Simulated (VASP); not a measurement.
All values below come from PBEsol GGA, VASP's PBE PAW potentials (set 64) (plane waves; VASP).

VASP input:

File POSCAR:
```
Fe
1.0
 -1.3449570908   1.3449570908   1.3449570908
  1.3449570908  -1.3449570908   1.3449570908
  1.3449570908   1.3449570908  -1.3449570908
Fe
1
direct
  0.0000000000   0.0000000000   0.0000000000
```

### INCAR
```
ISPIN = 2   # spin-polarised
ISMEAR = 1   # Methfessel-Paxton
MAGMOM = 2.1
SYSTEM = Fe
EDIFF = 1E-6   # SCF stop (eV)
NELM = 100
PREC = Accurate
LCHARG = .False.
ENCUT = 500
ISIF = 3
LORBIT = 10
ALGO = Normal   # blocked Davidson
LREAL = .False.
IBRION = 2   # conjugate gradients
EDIFFG = -0.02   # ionic stop
NSW = 40   # most ionic steps
LMAXMIX = 4   # l cut-off of mixed one-centre charges
GGA = PS
LWAVE = .False.
LASPH = .True.
PSTRESS = 300
SIGMA = 0.1   # width (eV)
```

### KPOINTS
```
Regular mesh
0
Gamma
 19 19 19
```

POTCAR, in this order: Fe (PBE.64 set). Program: vasp_std.

What VASP printed:

File OSZICAR:
```
       N       E                     dE             d eps       ncg     rms          rms(c)
DAV:   1     0.139101236847E+02    0.13910E+02   -0.40944E+03  8272   0.110E+03
DAV:   2    -0.970162634297E+01   -0.23612E+02   -0.22372E+02  8024   0.130E+02
DAV:   3    -0.998043016909E+01   -0.27880E+00   -0.27823E+00  8822   0.191E+01
DAV:   4    -0.998156457600E+01   -0.11344E-02   -0.11343E-02  8667   0.111E+00
DAV:   5    -0.998157389600E+01   -0.93200E-05   -0.93205E-05  8595   0.908E-02    0.144E+01
DAV:   6    -0.887533841505E+01    0.11062E+01   -0.10487E+01  8382   0.548E+01    0.407E+00
DAV:   7    -0.884463642161E+01    0.30702E-01   -0.28130E-01  8402   0.904E+00    0.286E+00
DAV:   8    -0.883338257896E+01    0.11254E-01   -0.50522E-03  9596   0.696E-01    0.150E+00
DAV:   9    -0.882455296173E+01    0.88296E-02   -0.47480E-03  9909   0.596E-01    0.304E-01
DAV:  10    -0.882455826542E+01   -0.53037E-05   -0.62993E-04  9570   0.281E-01    0.920E-02
DAV:  11    -0.882457206379E+01   -0.13798E-04   -0.89851E-05  8346   0.134E-01    0.247E-02
DAV:  12    -0.882457361748E+01   -0.15537E-05   -0.27585E-06  7724   0.224E-02    0.865E-03
DAV:  13    -0.882457437559E+01   -0.75812E-06   -0.86431E-07  4099   0.112E-02
   1 F= -.70023748E+01 E0= -.70023405E+01  d E =-.700237E+01  mag=     1.8960
```

File OUTCAR:
```
------------------------ aborting loop because EDIFF is reached ----------------------------------------
  FORCE on cell =-STRESS in cart. coord.  units (eV):
  Direction    XX          YY          ZZ          XY          YZ          ZX
  --------------------------------------------------------------------------------------
  Total        1.8067402      1.8067402      1.8067402     -0.0000000     -0.0000000      0.0000000
  in kB      297.4548165    297.4548165    297.4548165     -0.0000000     -0.0000000      0.0000000
  external PRESSURE =      -2.5451835 kB  Pullay stress =     300.0000000 kB
  volume of cell :        9.73
      direct lattice vectors                 reciprocal lattice vectors
    -1.344957091  1.344957091  1.344957091     0.000000000  0.371759072  0.371759072
     1.344957091 -1.344957091  1.344957091     0.371759072  0.000000000  0.371759072
     1.344957091  1.344957091 -1.344957091     0.371759072  0.371759072  0.000000000
 POSITION                                       TOTAL-FORCE (eV/Angst)
 -----------------------------------------------------------------------------------
      0.00000      0.00000      0.00000         0.000000     -0.000000      0.000000
 -----------------------------------------------------------------------------------
    total drift:                                0.000000      0.000000      0.000000
  FREE ENERGIE OF THE ION-ELECTRON SYSTEM (eV)
  ---------------------------------------------------
  free  energy   TOTEN  =        -8.8245743756 eV

  energy  without entropy=       -8.8244715406  energy(sigma->0) =       -8.82454010
  enthalpy is  TOTEN    =        -7.0023747610 eV   P V=        1.8221996146

 total charge

# of ion       s       p       d       tot
------------------------------------------
    1        0.563   0.700   6.385   7.648

 magnetization (x)

# of ion       s       p       d       tot
------------------------------------------
    1       -0.011  -0.050   1.924   1.863

 reached required accuracy - stopping structural energy minimisation
```
(Selected blocks of OUTCAR.)

### OUTCAR
```
 val. band max:        7.4922682874   @ k =  -0.2105   0.2632   0.1053

 cond. band min:       7.4982276538   @ k =   0.3158   0.0526  -0.0000


 Fermi energy:         7.4929602377

 spin component 1

 k-point     1 :       0.0000    0.0000    0.0000
  band No.  band energies     occupation
      1      -2.0625      1.00000
      2       4.7900      1.00000
      3       4.7900      1.00000
      4       4.7900      1.00000
      5       6.3908      1.00000
      6       6.3908      1.00000
      7      33.8456      0.00000
      8      33.8456      0.00000
      9      33.8456      0.00000

 k-point     2 :       0.0526    0.0000    0.0000
  band No.  band energies     occupation
      1      -1.9321      1.00000
      2       4.7488      1.00000
      3       4.7863      1.00000
      4       4.8682      1.00000
      5       6.3479      1.00000
      6       6.3941      1.00000
      7      33.1470      0.00000
      8      33.7069      0.00000
      9      33.8175      0.00000

 k-point     3 :       0.1053    0.0000    0.0000
  band No.  band energies     occupation
      1      -1.5495      1.00000
      2       4.6308      1.00000
      3       4.7639      1.00000
      4       5.0979      1.00000
      5       6.2459      1.00000
      6       6.4049      1.00000
      7      31.4619      0.00000
      8      33.2002      0.00000
      9      33.7432      0.00000

 k-point     4 :       0.1579    0.0000    0.0000
  band No.  band energies     occupation
      1      -0.9440      1.00000
      2       4.4520      1.00000
      3       4.6999      1.00000
      4       5.4634      1.00000
      5       6.1529      1.00000
      6       6.4249      1.00000
      7      29.2776      0.00000
      8      32.2685      0.00000
      9      33.6452      0.00000

 k-point     5 :       0.2105    0.0000    0.0000
  band No.  band energies     occupation
      1      -0.1787      1.00000
...
```

The compound is Fe in the bcc structure. It was relaxed first under an external pressure of 30 GPa.
